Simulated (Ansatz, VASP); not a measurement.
# Cu (Cu(110)) in two plane-wave programs

Wanted: the spread between two codes on one cell, functional and k mesh. Of the first pair: The structure shown is the start of the Ansatz relaxation below; VASP solves that cell, so the two are compared at the walk's first step.

Calculated with Ansatz 0.2.0; plane waves, with VASP 6.6.1 beside it; single point at PBE.

## Step 1: Set-up

The cell holds 5 atoms: 5 Cu. Cell: a = 3.610 Å, b = 2.553 Å, c = 23.105 Å, α = 90.0°, β = 90.0°, γ = 90.0°. Vacuum lies along c.

## Step 2: Ansatz: relaxation, PBE

Ansatz runs on its default PAW (the set named soft_2) files.

The two programs are compared at the cell with which this relaxation starts, whose forces are those of its first step.

File input.yaml:

```yaml
crystal:
  lattice:
    - [3.61, 0.0, 0.0]
    - [0.0, 2.5526554801, 0.0]
    - [0.0, 0.0, 23.1053109602]
  atoms:
    - { symbol: Cu, position: [0.0, 0.0, 0.3895208342] }
    - { symbol: Cu, position: [0.5, 0.5, 0.4447604171] }
    - { symbol: Cu, position: [0.0, 0.0, 0.5] }
    - { symbol: Cu, position: [0.5, 0.5, 0.5552395829] }
    - { symbol: Cu, position: [0.0, 0.0, 0.6104791658] }
kpoints:
  mp_grid: { grid: [8, 12, 1] }
hamiltonian:
  xc: pbe
scf:
  occupations: { method: fermi_dirac, width: 0.1 }
  convergence: { dr2_threshold: 1.0e-08 }
efield:
  axis: 3
  dipole_correction: true
  ramp_position: 0.97
  ramp_width: 0.06
relax:
  f_tol: 0.02
  max_steps: 60
  constraints: [{ sites: [0, 1] }]
output:
  write_potential: true
  write_density: true
  volumetric_format: npy
```

Launch:

```sh
ansatz run input.yaml --threads 4 --pin off --max-ram 12288MiB --backend cpu --events-out ev --progress --plain --runs-dir out
```

Numbers of over 12 decimals in the logs are rounded to 6 here.

The log of the run:

```text
Engine: ansatz 0.2.0, aarch64-unknown-linux-gnu
Pseudopotentials: kind: paw
Pseudopotential: Cu, paw, valence charge 19, recommended cutoff 420 eV (normal), Cu.paw.azcp
Functional definition: PBE
  parameter kappa = 0.804
  parameter beta = 0.066725
  exchange = pbe_x(kappa = kappa, mu = beta*pi^2/3)
  correlation = pbe_c(beta = beta)
Crystal: 5 atoms, lattice volume = 212.917 Å³
Basis set: ecut = 420 eV, 4169 PW (Γ), exchange–correlation on 50×36×320 points (8 copies of the dense FFT grid, shifted against one another)
Bands: 57, of which v1, the nominal top of the filled ones, is band 48 counted from 1 (47 counted from 0)
Symmetry: 4 space group operations
k-points: 35 of 96
Non-local potential: Cu, projectors of the file, l = 0: 3, l = 1: 2, l = 2: 3, l = 3: 1
PAW form: soft (Blöchl's): semilocal exchange-correlation on the pseudo side does not see the compensation charge
PAW one-centre angular grid: Cu, 590 points (default); XC on 64 Gauss nodes
Initial density: superposition of atomic densities (neutral atoms: chi_scale 0, normalization atom), corrected by the library's trained network
Initial wavefunctions: pseudopotential atomic-orbital guess
Functional: x = pbe(κ = 0.804, μ = 0.219515), c = pbe(β = 0.066725)
SCF iter   1: F=—  HF=-33124.037434 eV  |F-HF|=—  |Δ(HF+E_count)|=         —  Δρ=1.82e-3  dr2=2.63e-2  ethr=1.77e-3  p=0.000 e·Å  D=5.34e-14 V/Å  ΔV_dip=-0.00 eV  dr2_dipole=5.91e-9  V_vac-E_F(+/−)=4.25/4.25 eV  ⟨swp⟩=8.6  Hψ=8681  notcnv=0  defer=23
efield: sawtooth ramp at fractional position 0.9700 (set: `efield.ramp_position`, or a place that a band, a saddle search or an elastic batch's reference lends), width 0.0600; the density the first Hamiltonian is built on has a dipole p = 0.000 e·Å; the dipole correction subtracts the counter field D = 5.34e-14 V/Å, which shifts the + side's vacuum level by -0.00 eV against the − side's; the planar-averaged density in the ramp window peaks in size at 5.8e-6 e/Å³
preconditioner: auto → LDOS  [metal: Δε(μ)=0.017 eV  Ē_g=7.516 eV  σ=0.100 eV  W_gap=0.04  n_scr=38 (ndim 8)  ℏωp=18.9 eV  f_vac=0.661  D(μ)=2.06/eV (n_scr^D=8)  β→1.0]
SCF iter   2: F=—  HF=-33124.049891 eV  |F-HF|=—  |Δ(HF+E_count)|=   1.25e-2  Δρ=4.44e-3  dr2=2.76e-2  ethr=2.77e-5  p=0.000 e·Å  D=2.59e-5 V/Å  ΔV_dip=-0.00 eV  dr2_dipole=2.93e-8  V_vac-E_F(+/−)=4.33/4.34 eV  ⟨swp⟩=2.6  Hψ=4282  notcnv=0  defer=66
SCF iter   3: F=—  HF=-33124.047902 eV  |F-HF|=—  |Δ(HF+E_count)|=   1.99e-3  Δρ=3.60e-3  dr2=1.50e-2  ethr=2.77e-5  p=-0.000 e·Å  D=-9.72e-6 V/Å  ΔV_dip=0.00 eV  dr2_dipole=2.58e-9  V_vac-E_F(+/−)=4.33/4.33 eV  ⟨swp⟩=2.0  Hψ=3841  notcnv=0  defer=66
SCF iter   4: F=—  HF=-33124.044301 eV  |F-HF|=—  |Δ(HF+E_count)|=   3.60e-3  Δρ=4.61e-4  dr2=2.81e-4  ethr=1.58e-5  p=-0.000 e·Å  D=-3.52e-6 V/Å  ΔV_dip=0.00 eV  dr2_dipole=5.91e-10  V_vac-E_F(+/−)=4.30/4.30 eV  ⟨swp⟩=2.0  Hψ=2892  notcnv=0  defer=66
SCF iter   5: F=—  HF=-33124.044289 eV  |F-HF|=—  |Δ(HF+E_count)|=   1.29e-5  Δρ=3.59e-4  dr2=1.81e-4  ethr=2.96e-7  p=-0.000 e·Å  D=-1.40e-7 V/Å  ΔV_dip=0.00 eV  dr2_dipole=5.71e-10  V_vac-E_F(+/−)=4.30/4.30 eV  ⟨swp⟩=2.9  Hψ=4118  notcnv=0  defer=62
SCF iter   6: F=—  HF=-33124.044269 eV  |F-HF|=—  |Δ(HF+E_count)|=   1.97e-5  Δρ=1.08e-4  dr2=1.67e-5  ethr=1.91e-7  p=0.000 e·Å  D=2.63e-8 V/Å  ΔV_dip=-0.00 eV  dr2_dipole=1.92e-10  V_vac-E_F(+/−)=4.30/4.30 eV  ⟨swp⟩=2.0  Hψ=2619  notcnv=0  defer=62
SCF iter   7: F=—  HF=-33124.044270 eV  |F-HF|=—  |Δ(HF+E_count)|=   9.84e-7  Δρ=6.33e-5  dr2=5.88e-6  ethr=1.76e-8  p=0.000 e·Å  D=2.54e-7 V/Å  ΔV_dip=-0.00 eV  dr2_dipole=8.34e-11  V_vac-E_F(+/−)=4.30/4.30 eV  ⟨swp⟩=2.0  Hψ=2852  notcnv=0  defer=62
SCF iter   8: F=—  HF=-33124.044208 eV  |F-HF|=—  |Δ(HF+E_count)|=   6.13e-5  Δρ=2.08e-5  dr2=6.14e-7  ethr=6.19e-9  p=-0.000 e·Å  D=-7.44e-8 V/Å  ΔV_dip=0.00 eV  dr2_dipole=4.70e-11  V_vac-E_F(+/−)=4.30/4.30 eV  ⟨swp⟩=2.0  Hψ=2698  notcnv=0  defer=61
SCF iter   9: F=—  HF=-33124.044209 eV  |F-HF|=—  |Δ(HF+E_count)|=   8.03e-7  Δρ=6.78e-6  dr2=6.55e-8  ethr=6.47e-10  p=0.000 e·Å  D=2.56e-7 V/Å  ΔV_dip=-0.00 eV  dr2_dipole=3.86e-13  V_vac-E_F(+/−)=4.30/4.30 eV  ⟨swp⟩=2.0  Hψ=2905  notcnv=0  defer=60
SCF iter  10: F=-33124.044209 eV  HF=-33124.044209 eV  |F-HF|=2.41e-8  |Δ(HF+E_count)|=   2.21e-7  Δρ=1.92e-6  dr2=5.90e-9  ethr=1.05e-11  p=-0.000 e·Å  D=-2.01e-7 V/Å  ΔV_dip=0.00 eV  dr2_dipole=4.73e-14  V_vac-E_F(+/−)=4.30/4.30 eV  ⟨swp⟩=7.6  Hψ=13797  notcnv=0
SCF 1 converged in 10 iterations: F = -33124.044209 eV  dr2 = 5.90e-9
  greatest PAW one-centre occupation: 1.000 electrons in one spin orbital (limit 2), on the Cu atom at site 0 (counted from 0), in its partial waves of l = 0
relax step   1: F+E_penalty+E_count = -33124.04420945 eV  Δ(F+E_penalty+E_count) = +0.000e0 eV  max|allowed force component| = 4.112e-1 eV/Å  Δτ_max = 0.0000 Å  (10 SCF iters, accepted)
Initial density: handed on by an earlier stage of this run
[...]
SCF iter   3: F=—  HF=-33124.067462 eV  |F-HF|=—  |Δ(HF+E_count)|=   1.55e-3  Δρ=2.87e-3  dr2=1.03e-2  ethr=9.05e-6  p=-0.001 e·Å  D=-7.34e-4 V/Å  ΔV_dip=0.02 eV  dr2_dipole=4.26e-6  V_vac-E_F(+/−)=4.32/4.30 eV  ⟨swp⟩=2.2  Hψ=3708  notcnv=0  defer=69
SCF iter   4: F=—  HF=-33124.065518 eV  |F-HF|=—  |Δ(HF+E_count)|=   1.94e-3  Δρ=9.84e-4  dr2=1.27e-3  ethr=9.05e-6  p=-0.001 e·Å  D=-9.99e-4 V/Å  ΔV_dip=0.02 eV  dr2_dipole=1.43e-5  V_vac-E_F(+/−)=4.32/4.30 eV  ⟨swp⟩=2.0  Hψ=2678  notcnv=0  defer=69
SCF iter   5: F=—  HF=-33124.065252 eV  |F-HF|=—  |Δ(HF+E_count)|=   2.66e-4  Δρ=3.00e-4  dr2=1.10e-4  ethr=1.34e-6  p=-0.002 e·Å  D=-1.72e-3 V/Å  ΔV_dip=0.04 eV  dr2_dipole=1.33e-6  V_vac-E_F(+/−)=4.34/4.30 eV  ⟨swp⟩=2.0  Hψ=2828  notcnv=0  defer=69
SCF iter   6: F=—  HF=-33124.065235 eV  |F-HF|=—  |Δ(HF+E_count)|=   1.67e-5  Δρ=2.84e-5  dr2=2.45e-6  ethr=1.16e-7  p=-0.002 e·Å  D=-1.91e-3 V/Å  ΔV_dip=0.04 eV  dr2_dipole=5.27e-7  V_vac-E_F(+/−)=4.34/4.30 eV  ⟨swp⟩=2.0  Hψ=3116  notcnv=0  defer=69
SCF iter   7: F=—  HF=-33124.065176 eV  |F-HF|=—  |Δ(HF+E_count)|=   5.93e-5  Δρ=4.93e-5  dr2=4.13e-6  ethr=2.58e-9  p=-0.002 e·Å  D=-1.96e-3 V/Å  ΔV_dip=0.05 eV  dr2_dipole=3.05e-7  V_vac-E_F(+/−)=4.35/4.30 eV  ⟨swp⟩=3.1  Hψ=4057  notcnv=0  defer=68
SCF iter   8: F=—  HF=-33124.065176 eV  |F-HF|=—  |Δ(HF+E_count)|=   6.90e-8  Δρ=2.53e-5  dr2=1.28e-6  ethr=2.58e-9  p=-0.002 e·Å  D=-1.97e-3 V/Å  ΔV_dip=0.05 eV  dr2_dipole=1.10e-7  V_vac-E_F(+/−)=4.35/4.30 eV  ⟨swp⟩=2.0  Hψ=2816  notcnv=0  defer=68
SCF iter   9: F=—  HF=-33124.065176 eV  |F-HF|=—  |Δ(HF+E_count)|=   9.01e-8  Δρ=9.27e-6  dr2=2.02e-7  ethr=1.35e-9  p=-0.002 e·Å  D=-1.98e-3 V/Å  ΔV_dip=0.05 eV  dr2_dipole=1.57e-8  V_vac-E_F(+/−)=4.35/4.30 eV  ⟨swp⟩=2.1  Hψ=2466  notcnv=0  defer=68
SCF iter  10: F=—  HF=-33124.065176 eV  |F-HF|=—  |Δ(HF+E_count)|=   2.73e-8  Δρ=3.05e-6  dr2=2.70e-8  ethr=2.12e-10  p=-0.002 e·Å  D=-1.97e-3 V/Å  ΔV_dip=0.05 eV  dr2_dipole=3.25e-9  V_vac-E_F(+/−)=4.35/4.30 eV  ⟨swp⟩=2.0  Hψ=2753  notcnv=0  defer=68
SCF iter  11: F=-33124.065176 eV  HF=-33124.065176 eV  |F-HF|=4.52e-8  |Δ(HF+E_count)|=   9.03e-8  Δρ=1.20e-6  dr2=3.78e-9  ethr=1.05e-11  p=-0.002 e·Å  D=-1.97e-3 V/Å  ΔV_dip=0.05 eV  dr2_dipole=2.91e-10  V_vac-E_F(+/−)=4.35/4.30 eV  ⟨swp⟩=9.0  Hψ=13186  notcnv=0
SCF 3 converged in 11 iterations: F = -33124.065176 eV  dr2 = 3.78e-9
relax step   3: F+E_penalty+E_count = -33124.06517577 eV  Δ(F+E_penalty+E_count) = -9.295e-3 eV  max|allowed force component| = 5.219e-3 eV/Å  Δτ_max = 0.0400 Å  (11 SCF iters, accepted)
NSCF: frozen V_eff on 35 k-points
the search or the solves at the SCF's close seem to have found levels that the self-consistency loop had missed (the run counts 3). By its estimate they hold under 1e-12 electrons; where the run keeps them, the occupations were computed again with them
WARN: The output density's exchange-correlation potential varies sharply where the density is thin. Do not read a vacuum level from v_tot or v_xc, or from such a field of the output density. On a cell that repeats whose density bears no net charge and no dipole along the vacuum's axis use v_es (v_loc + v_h of the components); under efield.dipole_correction with no amplitude use v_es + v_field, which holds any externa [...]
SCF converged after 11 iterations
Free energy (F): -33124.065176 eV
Harris-Foulkes:  -33124.065176 eV  (|F-HF|=4.52e-8)
Internal energy: -33124.002237 eV  (E = F + TS)
E sigma→0 (E₀):  -33124.033706 eV
Entropy (-TS):   -0.062939 eV (-12.588 meV/atom)
Fermi energy:    1.564038 eV
Dipole field:    D = -0.001993 V/Å  (p = -0.002346 e·Å, saw-weighted, corrected)
Work function:   Φ+ = 4.3459 eV   Φ− = 4.2998 eV
Levels:          The Fermi level and band energies are counted from a zero that moves with the ramp; work functions are not
--- Per-component energies (eV) ---
  E_band       = -3219.265394
  E_kinetic    = 1497.694829
  E_local      = -201451.182222  (includes V_loc(G=0)·N_el)
  E_nonlocal   = 1959.851697
  E_hartree    = 98811.997756
  E_xc         = -443.263429
  E_vxc        = -571.589956  (∫ρ·V_xc dr)
  E_paw        = -8324.516314  (= ΣΔE_a)
  E_vpaw       = -2278.033758  (= ΣTr[D̂ρ^β])
  E_aug_tail   = 0.001382  (compensation charges beyond the density's cutoff)
  E_efield     = 0.000002  (sawtooth field / dipole correction)
  E_vefield    = -0.000040  (∫n·V_field dr)
  E_ewald      = 74825.414063
  E_smearing   = -0.062939  (= −TS)
  E_closure    = 0.000000  (closes the sum)
  Σ components = -33124.065176   (vs F -33124.065176, Δ=0.00e0)
--- Forces (eV/Å), atoms counted from 1 ---
  atom   1  Cu     0.00000000     0.00000000     0.33797123
  atom   2  Cu     0.00000000     0.00000000    -0.34048931
  atom   3  Cu     0.00000000     0.00000000    -0.00521914
  atom   4  Cu     0.00000000     0.00000000     0.00317911
  atom   5  Cu     0.00000000     0.00000000     0.00457216
  max |Σ_I F_I| component: 1.40e-5 eV/Å
--- Band table (eV; the first three rows and the last of 35) ---
  k-point 0: bands = [... 44 lower, 0.0178, 0.0972, 0.1930, 0.3336, 2.0637, 4.2560, 4.5680, 5.7951, ... 5 higher]
  k-point 1: bands = [... 44 lower, -0.0133, 0.0869, 0.1463, 0.4130, 2.2303, 4.5856, 4.7283, 5.9535, ... 5 higher]
  k-point 2: bands = [... 44 lower, -0.0566, -0.0196, 0.1762, 0.6274, 2.7033, 5.1940, 5.4589, 6.4246, ... 5 higher]
  k-point 34: bands = [... 44 lower, 0.2328, 1.7728, 1.9942, 4.1660, 4.6101, 5.5823, 5.7070, 6.3197, ... 5 higher]
--- Relaxed structure (3 steps of the walk, 3 accepted, 0 SCFs on fresh bases) ---
  F+E_penalty+E_count = -33124.06517577 eV   max|allowed force component| = 5.219e-3 eV/Å
  atoms:
    - { symbol: Cu, position: [0.0, 0.0, 0.3895208342] }
    - { symbol: Cu, position: [0.5, 0.5, 0.4447604171] }
    - { symbol: Cu, position: [0.0, 0.0, 0.499852] }
    - { symbol: Cu, position: [0.5, 0.5, 0.557720] }
    - { symbol: Cu, position: [0.0, 0.0, 0.608096] }
```

## Step 3: VASP: single point, PBE, start cell, pair 1

The same cell, functional, mesh and smearing now go to VASP, with its own data sets.

Lines of VASP's logs that name or quote its potential files are left out, and so is its time.

File INCAR:

```
SYSTEM = Cu
PREC = Accurate
ENCUT = 520
EDIFF = 1E-06
NELM = 120
ISMEAR = -1
SIGMA = 0.1
LREAL = .FALSE.
ALGO = Normal
GGA = PE
NBANDS = 34
LASPH = .TRUE.
LORBIT = 11
LWAVE = .FALSE.
LCHARG = .FALSE.
ISIF = 2
LDIPOL = .TRUE.
IDIPOL = 3
DIPOL = 0.5 0.5 0.5
LVHAR = .TRUE.
GGA_COMPAT = .FALSE.
NELMDL = -8
KPAR = 2
```

File POSCAR:

```
Cu
1.0
    3.6100000000      0.0000000000      0.0000000000
    0.0000000000      2.5526554801      0.0000000000
    0.0000000000      0.0000000000     23.1053109602
Cu
5
Direct
    0.0000000000      0.0000000000      0.3895208342
    0.5000000000      0.5000000000      0.4447604284
    0.0000000000      0.0000000000      0.5000000009
    0.5000000000      0.5000000000      0.5552395734
    0.0000000000      0.0000000000      0.6104791675
```

File KPOINTS:

```
Automatic mesh
0
Gamma
8 12 1
0 0 0
```

PAW data sets: Cu (PBE family, release 64).

Launch:

```sh
mpirun -np 2 vasp_std
```

The log of the run:

```text
[banner, memory and clock lines left out]
running    2 mpi-ranks, on    1 nodes
 distrk:  each k-point on    1 cores,    2 groups
 distr:  one band on    1 cores,    1 groups

 POSCAR found type information on POSCAR Cu
 POSCAR found :  1 types and       5 ions
 LDA part: xc-table for (Slater+PW92), standard interpolation
 POSCAR, INCAR and KPOINTS ok, starting setup
 FFT: planning ... GRIDC
 FFT: planning ... GRID_SOFT
 FFT: planning ... GRID
 WAVECAR not read
 entering main loop
       N       E                     dE             d eps       ncg     rms          rms(c)
DAV:   1     0.448219322590E+03    0.44822E+03   -0.23042E+04  2380   0.180E+03
DAV:   2     0.135313309503E+02   -0.43469E+03   -0.42135E+03  2380   0.376E+02
DAV:   3    -0.193534778847E+02   -0.32885E+02   -0.31729E+02  2600   0.159E+02
DAV:   4    -0.206270803226E+02   -0.12736E+01   -0.12513E+01  2700   0.369E+01
DAV:   5    -0.206628863644E+02   -0.35806E-01   -0.35731E-01  2870   0.491E+00
DAV:   6    -0.206645719319E+02   -0.16856E-02   -0.16853E-02  3248   0.912E-01
DAV:   7    -0.206646348632E+02   -0.62931E-04   -0.62928E-04  3188   0.144E-01
DAV:   8    -0.206646373689E+02   -0.25057E-05   -0.25057E-05  2582   0.238E-02    0.157E+01
DAV:   9    -0.186703861667E+02    0.19943E+01   -0.45385E+01  2654   0.123E+02    0.867E+00
DAV:  10    -0.168783843585E+02    0.17920E+01   -0.90984E+00  2854   0.735E+01    0.231E+00
DAV:  11    -0.168848287804E+02   -0.64444E-02   -0.14831E+00  2778   0.358E+01    0.924E-01
DAV:  12    -0.168887269934E+02   -0.38982E-02   -0.42751E-01  2894   0.108E+01    0.130E+00
DAV:  13    -0.168628248108E+02    0.25902E-01   -0.18634E-01  2758   0.781E+00    0.409E-01
DAV:  14    -0.168639610313E+02   -0.11362E-02   -0.22403E-02  3008   0.435E+00    0.513E-01
[...]
DAV:  19    -0.168579985776E+02    0.11563E-04   -0.69610E-04  2668   0.481E-01    0.994E-03
DAV:  20    -0.168582036568E+02   -0.20508E-03   -0.41474E-05  2720   0.153E-01    0.706E-03
DAV:  21    -0.168582881632E+02   -0.84506E-04   -0.14488E-05  2658   0.761E-02    0.378E-03
DAV:  22    -0.168583333598E+02   -0.45197E-04   -0.51957E-06  2180   0.275E-02    0.610E-03
DAV:  23    -0.168583380782E+02   -0.47183E-05   -0.23946E-06  2058   0.333E-02    0.173E-03
DAV:  24    -0.168583430125E+02   -0.49343E-05   -0.12113E-06  1590   0.241E-02    0.137E-03
DAV:  25    -0.168583443703E+02   -0.13578E-05   -0.40135E-07  1610   0.169E-02    0.656E-04
DAV:  26    -0.168583448499E+02   -0.47956E-06   -0.10884E-07  1700   0.672E-03
   1 F= -.16858345E+02 E0= -.16826558E+02  d E =-.635729E-01
```

From OUTCAR (step 3):

```text
ion  position               nearest neighbor table
   1  0.000  0.000  0.390-   3 2.55   2 2.55   2 2.55   2 2.55   2 2.55
   2  0.500  0.500  0.445-   4 2.55   3 2.55   3 2.55   3 2.55   3 2.55   1 2.55   1 2.55   1 2.55
                             1 2.55
   3  0.000  0.000  0.500-   2 2.55   4 2.55   2 2.55   4 2.55   2 2.55   4 2.55   2 2.55   4 2.55
                             5 2.55   1 2.55
   4  0.500  0.500  0.555-   2 2.55   3 2.55   3 2.55   3 2.55   3 2.55   5 2.55   5 2.55   5 2.55
                             5 2.55
   5  0.000  0.000  0.610-   3 2.55   4 2.55   4 2.55   4 2.55   4 2.55

  LATTYP: Found a simple orthorhombic cell.
 ALAT       =     2.5526554801
 B/A-ratio  =     1.4142135624
 C/A-ratio  =     9.0514803664

 Subroutine GETGRP returns: Found  8 space group operations
 (whereof  8 operations were pure point group operations)

The static configuration has the point symmetry D_2h.

 Found     35 irreducible k-points:

   k-points           NKPTS =     35   k-points in BZ     NKDIM =     35   number of bands    NBANDS=     34

   dimension x,y,z NGX =    28 NGY =   20 NGZ =  180
   dimension x,y,z NGXF=    56 NGYF=   40 NGZF=  360

   ENCUT  =  520.0 eV  38.22 Ry    6.18 a.u.   6.71  4.75 42.96*2*pi/ulx,y,z

   NELECT =      55.0000    total number of electrons

 k-points in reciprocal lattice and weights: Automatic mesh
   0.00000000  0.00000000  0.00000000       0.010
   0.12500000  0.00000000  0.00000000       0.021
   0.25000000  0.00000000  0.00000000       0.021
   0.37500000  0.00000000  0.00000000       0.021
   0.50000000  0.00000000  0.00000000       0.010
   0.00000000  0.08333333  0.00000000       0.021
   0.12500000  0.08333333  0.00000000       0.042
   0.25000000  0.08333333  0.00000000       0.042
   0.37500000  0.08333333  0.00000000       0.042
[...]
0.37500000  0.50000000  0.00000000       0.021
   0.50000000  0.50000000  0.00000000       0.010

 dipolmoment           0.000000      0.000000     -0.000000 electrons x Angstroem

 average (electrostatic) potential at core
       1 -71.7614       2 -72.2215       3 -72.2455       4 -72.2215       5 -71.7614

 E-fermi :  -0.9499

 k-point     1 :       0.0000    0.0000    0.0000
  band No.  band energies     occupation
    ...
     24      -2.6096      2.00000
     25      -2.5216      2.00000
     26      -2.4679      2.00000
     27      -2.3736      2.00000
     28      -2.2255      1.99999
     29      -0.4731      0.01686
     30       1.7791      0.00000
     31       1.9344      0.00000
     32       3.2530      0.00000
     33       3.3221      0.00000
    ...

 k-point     2 :       0.1250    0.0000    0.0000
  band No.  band energies     occupation
    ...
     24      -2.6457      2.00000
     25      -2.5341      2.00000
     26      -2.4434      2.00000
     27      -2.4006      2.00000
     28      -2.1924      1.99999
     29      -0.3590      0.00542
     30       0.6529      0.00000
     31       2.0473      0.00000
     32       2.9950      0.00000
     33       3.4370      0.00000
    ...

 k-point     3 :       0.2500    0.0000    0.0000
  band No.  band energies     occupation
    ...
     25      -2.5389      2.00000
     26      -2.4544      2.00000
     27      -2.4213      2.00000
     28      -2.0894      1.99998
     29      -1.0690      1.53408
     30      -0.0511      0.00025
     31       0.9247      0.00000
     32       2.0595      0.00000
     33       3.7322      0.00000
     34       3.9488      0.00000

  Total       -1.5995861     -1.1456566     -0.4876559     -0.0000000      0.0000000      0.0000000
  in kB      -12.0366876     -8.6209240     -3.6695500     -0.0000000      0.0000000      0.0000000
  external PRESSURE =      -8.1090539 kB  Pullay stress =       0.0000000 kB

  energy-cutoff  :      520.00
  volume of cell :      212.92
      direct lattice vectors                 reciprocal lattice vectors
     3.610000000  0.000000000  0.000000000     0.277008310  0.000000000  0.000000000
     0.000000000  2.552655480  0.000000000     0.000000000  0.391748909  0.000000000
     0.000000000  0.000000000 23.105310960     0.000000000  0.000000000  0.043280093

 POSITION                                       TOTAL-FORCE (eV/Angst)
 -----------------------------------------------------------------------------------
      0.00000      0.00000      9.00000         0.000000      0.000000      0.300779
      1.80500      1.27633     10.27633         0.000000     -0.000000     -0.410898
      0.00000      0.00000     11.55266         0.000000      0.000000     -0.000000
      1.80500      1.27633     12.82898         0.000000      0.000000      0.410898
      0.00000      0.00000     14.10531         0.000000      0.000000     -0.300779
 -----------------------------------------------------------------------------------
    total drift:                                0.000000      0.000000     -0.000076

  FREE ENERGIE OF THE ION-ELECTRON SYSTEM (eV)
  ---------------------------------------------------
  free  energy   TOTEN  =       -16.8583448499 eV

  energy  without entropy=      -16.7947719153  energy(sigma->0) =      -16.82655838

 vacuum level on the upper side and lower side of the slab         3.332         3.332

 total charge
# of ion       s       p       d       tot
------------------------------------------
    1        0.440   0.224   9.221   9.885
    2        0.444   0.359   9.171   9.974
    3        0.444   0.374   9.184  10.002
    4        0.444   0.359   9.171   9.974
    5        0.440   0.224   9.221   9.885
--------------------------------------------------
tot          2.212   1.539  45.967  49.718

[... 3 further parts left out ...]
```

This run has no spin polarisation. Its electron count is odd, so without a moment it is a metal by construction.

(Part 1 of 2 ends here.)

[Lines on the potential files, build, host, timing and source positions are cut from VASP's logs without a mark.]

[Logs are printed without paths, hosts, clocks, repeated set-up lines and the standing remarks that a program may print on its own settings, such as how far it seeks lower states.]

[Hosts, paths, dates, database ids (printed as entryN), source tags and the programs' standing remarks are cut or masked in the printed files.]
